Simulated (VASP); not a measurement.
Input:

```xyz
2
Lattice="3.2794 0.0000 0.0000 0.0000 3.2865 0.0000 0.0000 0.0000 3.1835" Properties=species:S:1:pos:R:3 pbc="T T T"
In     1.6397     1.6433     1.5917
Pd     0.0861     0.0000     0.0000
```
Cell charge -0.1.

Level of theory: PBE GGA, VASP's PBE PAW potentials (set 64) (plane waves; VASP 6.6.1). Numerical set-up: NELECT = 23.1, 400 eV cut-off, 10×10×10 Γ-centred mesh, Gaussian smearing of 0.050 eV, potentials In_d Pd.

The cell is charged, with a uniform compensating background.

Task: Give the force on each atom (eV/Å).

Result: 
| atom | Fx | Fy | Fz |
|---|---|---|---|
| In1 | 0.415 | 0.000 | 0.000 |
| Pd2 | -0.415 | 0.000 | 0.000 |

Task: Give the stress tensor in GPa (positive for a compressed cell).

Result: 
```
14.50   0.00   0.00
 0.00  14.91   0.00
 0.00   0.00  15.04
```
The pressure is its mean diagonal, 14.82 GPa.

The compound is PdIn in the CsCl type structure. The cell was not relaxed at this level, atoms are displaced from their ideal sites. The run is one of a series of settings (ISMEAR = 0, NELECT = 23.1, SIGMA = 0.05 against the base run), some of them coarse on purpose. The electron count is odd and the run is not spin-polarised, which forces a metal.
